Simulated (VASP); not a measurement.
Consider the following.

```
CeO2
1.0
    0.00000     2.60850     2.60850
    2.60850     0.00000     2.60850
    2.60850     2.60850     0.00000
Ce O
1 2
Direct
  0.00000   0.00000   0.00000
  0.25000   0.25000   0.25000
  0.75000   0.75000   0.75000
```

All values below come from LDA (Ceperley-Alder, Perdew-Zunger), VASP's LDA PAW potentials (set 64) (plane waves; VASP). Numerical set-up: 620 eV cut-off, 7×7×7 Γ-centred mesh, Gaussian smearing of 0.050 eV, potentials Ce O.

Energy and stress use the plane-wave basis of the starting cell.

Task: The ions, cell shape and volume at an external pressure of 30.0 GPa are relaxed. Which structure does the run end with?

Result: 
```
CeO2
1.0
    0.00000     2.58037     2.58037
    2.58037     0.00000     2.58037
    2.58037     2.58037     0.00000
Ce O
1 2
Cartesian
  2.58037   5.16073   2.58037
  1.29018   1.29018   1.29018
  3.87055   3.87055   3.87055
```
Space group Fm-3m (225), at a tolerance of 0.03 Å.

Task: How do energy and volume change from the first to the last step?

Result: The energy (σ→0) changes by +58.8 meV/atom and the volume by -3.2 %, in 4 ionic steps.

```csv
step,E(σ→0) (eV),max force (eV/Å),pressure (GPa),volume (Å³)
1,-28.6773,0.000,20.15,35.50
2,-27.8327,0.000,58.26,31.89
3,-28.5069,0.000,29.66,34.39
4,-28.5007,0.000,30.02,34.36
```

The compound is CeO2 in the fluorite structure. This run relaxes it under an external pressure of 30 GPa. Symmetry was kept, so distortions that lower it aren't found. The run is not spin-polarised, so no magnetic state was tried.
